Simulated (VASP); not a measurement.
Calculation: r2SCAN meta-GGA, VASP's PBE PAW potentials (set 64) (plane waves; VASP).

Input for VASP

### INCAR
```
LWAVE  =  .FALSE.
NSW  =  60   ! most ionic steps
IBRION  =  2
ALGO  =  Normal   ! blocked Davidson
METAGGA  =  R2SCAN
SIGMA  =  0.1
SYSTEM  =  SiW
ISMEAR  =  1
LCHARG  =  .FALSE.
LMAXMIX  =  6
LREAL  =  .FALSE.
ISIF  =  3
ENCUT  =  400   ! plane-wave cut-off (eV)
EDIFFG  =  -0.01
LASPH  =  .TRUE.
PREC  =  Accurate
EDIFF  =  1E-6
NELM  =  100   ! most electronic steps
LMIXTAU  =  .TRUE.
```

File KPOINTS:
```
Automatic mesh
0
Gamma
11 11 11
0 0 0
```

**POSCAR**
```
SiW
1.0
  3.0921130000   0.0000000000   0.0000000000
  0.0000000000   3.0921130000   0.0000000000
  0.0000000000   0.0000000000   3.0921130000
W Si
1 1
direct
  0.0000000000   0.0000000000   0.0000000000
  0.5000000000   0.5000000000   0.5000000000
```

POTCAR, in this order: W_sv Si (PBE.64 set). Program: vasp_std.

Output

**OUTCAR**
```
 ion  position               nearest neighbor table
   1  0.000  0.000  0.000-   2 2.68   2 2.68   2 2.68   2 2.68   2 2.68   2 2.68   2 2.68   2 2.68
  LATTYP: Found a simple cubic cell.
 ALAT       =     3.0921130000
 Subroutine PRICEL returns:
 Original cell was already a primitive cell.
 Subroutine GETGRP returns: Found 48 space group operations
The static configuration has the point symmetry O_h .
The dynamic configuration has the point symmetry O_h .
 Subroutine INISYM returns: Found 48 space group operations
 Subroutine IBZKPT returns following result:
 Found     56 irreducible k-points:

 Following reciprocal coordinates:
            Coordinates               Weight
  0.000000  0.000000  0.000000      1.000000
  0.090909  0.000000  0.000000      6.000000
  0.181818  0.000000  0.000000      6.000000
  0.272727  0.000000  0.000000      6.000000
  0.363636  0.000000  0.000000      6.000000
  0.454545  0.000000  0.000000      6.000000
  0.090909  0.090909  0.000000     12.000000
  0.181818  0.090909  0.000000     24.000000
  0.272727  0.090909  0.000000     24.000000
  0.363636  0.090909  0.000000     24.000000
  0.454545  0.090909  0.000000     24.000000
  0.181818  0.181818  0.000000     12.000000
  0.272727  0.181818  0.000000     24.000000
  0.363636  0.181818  0.000000     24.000000
  0.454545  0.181818  0.000000     24.000000
  0.272727  0.272727  0.000000     12.000000
  0.363636  0.272727  0.000000     24.000000
  0.454545  0.272727  0.000000     24.000000
  0.363636  0.363636  0.000000     12.000000
  0.454545  0.363636  0.000000     24.000000
  0.454545  0.454545  0.000000     12.000000
  0.090909  0.090909  0.090909      8.000000
  0.181818  0.090909  0.090909     24.000000
  0.272727  0.090909  0.090909     24.000000
  0.363636  0.090909  0.090909     24.000000
...
```

### OSZICAR
```
       N       E                     dE             d eps       ncg     rms          rms(c)
DAV:   1     0.486212197682E+02    0.48621E+02   -0.84910E+03  1456   0.126E+03
DAV:   2    -0.618624033447E+02   -0.11048E+03   -0.10746E+03  1646   0.322E+02
DAV:   3    -0.645768343471E+02   -0.27144E+01   -0.25663E+01  1766   0.470E+01
DAV:   4    -0.646016419555E+02   -0.24808E-01   -0.24798E-01  1651   0.483E+00
DAV:   5    -0.646019218756E+02   -0.27992E-03   -0.27989E-03  1751   0.534E-01    0.220E+01
DAV:   6    -0.595351606495E+02    0.50668E+01   -0.41249E+00  1571   0.240E+01    0.475E+00
DAV:   7    -0.596134643320E+02   -0.78304E-01   -0.17923E-01  1661   0.403E+00    0.300E+00
DAV:   8    -0.595751538621E+02    0.38310E-01   -0.12361E-01  1546   0.429E+00    0.576E-01
DAV:   9    -0.596092110900E+02   -0.34057E-01   -0.10095E-01  1546   0.319E+00    0.446E-01
DAV:  10    -0.596093169874E+02   -0.10590E-03   -0.12726E-03  1801   0.311E-01    0.423E-01
DAV:  11    -0.596108848358E+02   -0.15678E-02   -0.65100E-05  1581   0.695E-02    0.431E-01
DAV:  12    -0.596091033731E+02    0.17815E-02   -0.96833E-05  1571   0.984E-02    0.382E-01
DAV:  13    -0.596201799946E+02   -0.11077E-01   -0.30491E-02  1601   0.159E+00    0.316E+00
DAV:  14    -0.596377514050E+02   -0.17571E-01   -0.13133E-02  1741   0.978E-01    0.546E+00
DAV:  15    -0.596535042590E+02   -0.15753E-01   -0.36107E-03  1711   0.526E-01    0.653E+00
DAV:  16    -0.596390838809E+02    0.14420E-01   -0.18942E-02  1591   0.137E+00    0.420E+00
DAV:  17    -0.596265752198E+02    0.12509E-01   -0.15545E-02  1721   0.109E+00    0.219E+00
DAV:  18    -0.596250621432E+02    0.15131E-02   -0.15751E-03  1681   0.285E-01    0.178E+00
DAV:  19    -0.596229724339E+02    0.20897E-02   -0.30224E-03  1591   0.372E-01    0.106E+00
DAV:  20    -0.596222018058E+02    0.77063E-03   -0.21004E-03  1686   0.362E-01    0.414E-01
DAV:  21    -0.596222248352E+02   -0.23029E-04   -0.14211E-04  1726   0.865E-02    0.203E-01
DAV:  22    -0.596222647153E+02   -0.39880E-04   -0.42949E-05  1676   0.649E-02    0.425E-02
DAV:  23    -0.596222709793E+02   -0.62640E-05   -0.60790E-06  1591   0.260E-02    0.363E-03
DAV:  24    -0.596222716516E+02   -0.67227E-06   -0.16681E-06  1101   0.131E-02
   1 F= -.59622272E+02 E0= -.59620953E+02  d E =-.596223E+02
       N       E                     dE             d eps       ncg     rms          rms(c)
DAV:   1    -0.631657990453E+02   -0.35435E+01   -0.84619E+01  1526   0.125E+02    0.269E+01
DAV:   2    -0.597280571989E+02    0.34377E+01   -0.83796E+00  1496   0.358E+01    0.440E+00
DAV:   3    -0.594791997424E+02    0.24886E+00   -0.68102E-01  1726   0.100E+01    0.318E+00
DAV:   4    -0.593517318997E+02    0.12747E+00   -0.27440E-01  1501   0.475E+00    0.120E+00
DAV:   5    -0.594129692157E+02   -0.61237E-01   -0.54484E-02  1481   0.264E+00    0.992E-01
DAV:   6    -0.593948502020E+02    0.18119E-01   -0.24621E-02  1561   0.165E+00    0.394E-01
DAV:   7    -0.594150377817E+02   -0.20188E-01   -0.16256E-02  1471   0.142E+00    0.119E-01
DAV:   8    -0.594155496019E+02   -0.51182E-03   -0.48563E-04  1711   0.242E-01    0.224E-02
DAV:   9    -0.594156165943E+02   -0.66992E-04   -0.29124E-05  1576   0.634E-02    0.292E-02
DAV:  10    -0.594156761438E+02   -0.59550E-04   -0.25799E-05  1516   0.664E-02    0.104E-02
DAV:  11    -0.594156850490E+02   -0.89052E-05   -0.75990E-06  1616   0.298E-02    0.686E-03
DAV:  12    -0.594156849432E+02    0.10582E-06   -0.10859E-07   753   0.334E-03
   2 F= -.59415685E+02 E0= -.59414878E+02  d E =0.206587E+00
       N       E                     dE             d eps       ncg     rms          rms(c)
DAV:   1    -0.615260318270E+02   -0.21103E+01   -0.44071E+01  1586   0.989E+01    0.154E+01
DAV:   2    -0.598106551693E+02    0.17154E+01   -0.63990E+00  1536   0.255E+01    0.284E+00
DAV:   3    -0.597047122484E+02    0.10594E+00   -0.22155E-01  1666   0.498E+00    0.120E+00
DAV:   4    -0.596692892478E+02    0.35423E-01   -0.73125E-02  1581   0.246E+00    0.677E-01
DAV:   5    -0.596412128936E+02    0.28076E-01   -0.47362E-02  1456   0.278E+00    0.366E-01
DAV:   6    -0.596639397963E+02   -0.22727E-01   -0.58844E-02  1496   0.279E+00    0.224E-01
DAV:   7    -0.596802068285E+02   -0.16267E-01   -0.68757E-03  1471   0.980E-01    0.796E-02
DAV:   8    -0.596799780435E+02    0.22878E-03   -0.32339E-04  1801   0.207E-01    0.356E-02
DAV:   9    -0.596801481821E+02   -0.17014E-03   -0.47869E-05  1551   0.831E-02    0.577E-03
DAV:  10    -0.596802425653E+02   -0.94383E-04   -0.58786E-05  1581   0.916E-02    0.286E-03
DAV:  11    -0.596802443560E+02   -0.17907E-05   -0.98208E-07  1344   0.109E-02    0.288E-03
DAV:  12    -0.596802441844E+02    0.17154E-06   -0.63977E-08   758   0.343E-03
   3 F= -.59680244E+02 E0= -.59679385E+02  d E =-.579725E-01
       N       E                     dE             d eps       ncg     rms          rms(c)
DAV:   1    -0.596811286456E+02   -0.88429E-03   -0.17245E-02  1576   0.185E+00    0.329E-01
DAV:   2    -0.596804313847E+02    0.69726E-03   -0.21407E-03  1561   0.495E-01    0.518E-02
DAV:   3    -0.596803924086E+02    0.38976E-04   -0.10049E-04  1751   0.115E-01    0.342E-02
DAV:   4    -0.596803742611E+02    0.18147E-04   -0.46685E-05  1526   0.593E-02    0.149E-02
DAV:   5    -0.596803504400E+02    0.23821E-04   -0.46207E-05  1466   0.818E-02    0.995E-03
DAV:   6    -0.596803757286E+02   -0.25289E-04   -0.43378E-05  1461   0.764E-02    0.473E-03
DAV:   7    -0.596803855888E+02   -0.98602E-05   -0.50509E-06  1466   0.259E-02    0.241E-03
DAV:   8    -0.596803855720E+02    0.16819E-07   -0.16123E-07   758   0.474E-03
   4 F= -.59680386E+02 E0= -.59679524E+02  d E =-.581139E-01
```

File OUTCAR:
```
------------------------ aborting loop because EDIFF is reached ----------------------------------------
  FORCE on cell =-STRESS in cart. coord.  units (eV):
  Direction    XX          YY          ZZ          XY          YZ          ZX
  --------------------------------------------------------------------------------------
  Total       -0.0137851     -0.0137851     -0.0137851      0.0000000      0.0000000      0.0000000
  in kB       -0.7872812     -0.7872812     -0.7872812      0.0000000      0.0000000      0.0000000
  external PRESSURE =      -0.7872812 kB  Pullay stress =       0.0000000 kB
  volume of cell :       28.05
      direct lattice vectors                 reciprocal lattice vectors
     3.038531084  0.000000000 -0.000000000     0.329106391 -0.000000000 -0.000000000
     0.000000000  3.038531084 -0.000000000    -0.000000000  0.329106391 -0.000000000
     0.000000000  0.000000000  3.038531084     0.000000000  0.000000000  0.329106391
 POSITION                                       TOTAL-FORCE (eV/Angst)
 -----------------------------------------------------------------------------------
      0.00000      0.00000      0.00000        -0.000000     -0.000000      0.000000
      1.51927      1.51927      1.51927         0.000000      0.000000      0.000000
 -----------------------------------------------------------------------------------
    total drift:                               -0.000000      0.000000      0.000000
  FREE ENERGIE OF THE ION-ELECTRON SYSTEM (eV)
  ---------------------------------------------------
  free  energy   TOTEN  =       -59.6803855720 eV

  energy  without entropy=      -59.6778009373  energy(sigma->0) =      -59.67952403

 reached required accuracy - stopping structural energy minimisation
```
(Selected blocks of OUTCAR.)

File CONTCAR:
```
SiW
   1.00000000000000
     3.0385310835633206    0.0000000000000000   -0.0000000000000000
     0.0000000000000000    3.0385310835633206   -0.0000000000000000
     0.0000000000000000    0.0000000000000000    3.0385310835633206
  W               Si
     1     1
Direct
     0.0000000000000000    0.0000000000000000    0.0000000000000000
     0.5000000000000000    0.5000000000000000    0.5000000000000000
```

Energy and stress use the plane-wave basis of the starting cell.

The structure was generated: SiW was put into the CsCl type (Pm-3m), which need not be its known phase. This run relaxes it. Symmetry was kept, so distortions that lower it aren't found.
